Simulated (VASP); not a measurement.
Output of a VASP run:

**OSZICAR**
```
       N       E                     dE             d eps       ncg     rms          rms(c)
DAV:   1     0.498833670890E+03    0.49883E+03   -0.22810E+04  1008   0.228E+03
DAV:   2     0.408464500032E+02   -0.45799E+03   -0.44969E+03  1072   0.544E+02
DAV:   3    -0.238368823912E+02   -0.64683E+02   -0.63563E+02  1392   0.213E+02
DAV:   4    -0.260354037104E+02   -0.21985E+01   -0.21970E+01  1080   0.441E+01
DAV:   5    -0.261170597343E+02   -0.81656E-01   -0.81635E-01  1480   0.791E+00    0.115E+01
DAV:   6    -0.224402362972E+02    0.36768E+01   -0.29539E+01  1600   0.409E+01    0.613E+00
DAV:   7    -0.220971266638E+02    0.34311E+00   -0.37892E+00  1400   0.152E+01    0.232E+00
DAV:   8    -0.220855586791E+02    0.11568E-01   -0.88695E-01  1024   0.754E+00    0.170E+00
DAV:   9    -0.220468273234E+02    0.38731E-01   -0.16498E-01  1496   0.364E+00    0.270E-01
DAV:  10    -0.220491639403E+02   -0.23366E-02   -0.20523E-02  1328   0.880E-01    0.143E-01
DAV:  11    -0.220491344494E+02    0.29491E-04   -0.14132E-03  1464   0.432E-01    0.783E-02
DAV:  12    -0.220491263196E+02    0.81298E-05   -0.20651E-04  1216   0.115E-01    0.379E-02
DAV:  13    -0.220491158559E+02    0.10464E-04   -0.11156E-04  1592   0.106E-01    0.349E-03
DAV:  14    -0.220491169879E+02   -0.11320E-05   -0.10210E-05  1496   0.278E-02    0.105E-03
DAV:  15    -0.220491170022E+02   -0.14297E-07   -0.42621E-07   792   0.459E-03
   1 F= -.19613825E+02 E0= -.19613825E+02  d E =-.196138E+02
```

**OUTCAR**
```
------------------------ aborting loop because EDIFF is reached ----------------------------------------
  FORCE on cell =-STRESS in cart. coord.  units (eV):
  Direction    XX          YY          ZZ          XY          YZ          ZX
  --------------------------------------------------------------------------------------
  Total        2.4353418      2.4353402      2.4409191     -0.0000000      0.0000000      0.0000000
  in kB       50.0010147     50.0009813     50.1155250     -0.0000000      0.0000000      0.0000000
  external PRESSURE =       0.0391737 kB  Pullay stress =      50.0000000 kB
  volume of cell :       78.04
      direct lattice vectors                 reciprocal lattice vectors
     4.137502038 -0.000000000  0.000000000     0.241691724  0.139540828  0.000000000
    -2.068751019  3.583180676  0.000000000     0.000000000  0.279081657  0.000000000
     0.000000000  0.000000000  5.263622809     0.000000000  0.000000000  0.189983218
 POSITION                                       TOTAL-FORCE (eV/Angst)
 -----------------------------------------------------------------------------------
     -0.00000      2.38879      5.06698         0.000000     -0.000000     -0.001098
      2.06875      1.19439      2.43517        -0.000000      0.000000     -0.001098
     -0.00000      2.38879      2.17050        -0.000000     -0.000000      0.001098
      2.06875      1.19439      4.80231        -0.000000     -0.000000      0.001098
 -----------------------------------------------------------------------------------
    total drift:                               -0.002954      0.001706      0.000327
  FREE ENERGIE OF THE ION-ELECTRON SYSTEM (eV)
  ---------------------------------------------------
  free  energy   TOTEN  =       -22.0491170022 eV

  energy  without entropy=      -22.0491170022  energy(sigma->0) =      -22.04911700
  enthalpy is  TOTEN    =       -19.6138246206 eV   P V=        2.4352923816

 reached required accuracy - stopping structural energy minimisation
```
(Selected blocks of OUTCAR.)

File POSCAR:
```
PbO
1
    4.1375020380    -0.0000000001     0.0000000000
   -2.0687510192     3.5831806759    -0.0000000000
    0.0000000000    -0.0000000000     5.2636228093
Pb O
2 2
Direct
  0.3333330000   0.6666670000   0.9626416059
  0.6666670000   0.3333330000   0.4626416059
  0.3333330000   0.6666670000   0.4123583941
  0.6666670000   0.3333330000   0.9123583941
```

Question: Reconstruct the remaining input files.

Answer: This is not unique; one that fits is the input of the run itself, PBEsol GGA, plane waves, VASP's PBE PAW potentials (set 64).

**INCAR**
```
ALGO  =  Normal
EDIFF  =  1E-6
EDIFFG  =  -0.02
ENCUT  =  620
GGA  =  PS
IBRION  =  2
ISIF  =  3
ISMEAR  =  0
LASPH  =  .True.
LCHARG  =  .False.
LMAXMIX  =  4
LREAL  =  .False.
LWAVE  =  .False.
NELM  =  100
NSW  =  40
PREC  =  Accurate
PSTRESS  =  50
SIGMA  =  0.05
SYSTEM  =  PbO
```

**KPOINTS**
```
Automatic mesh
0
Gamma
6 6 4
0 0 0
```

POTCAR, in this order: Pb_d O (PBE.64 set). Program: vasp_std.

The structure was generated: PbO was put into the wurtzite type (P6_3mc), which need not be its known phase. It was relaxed first under an external pressure of 5 GPa.
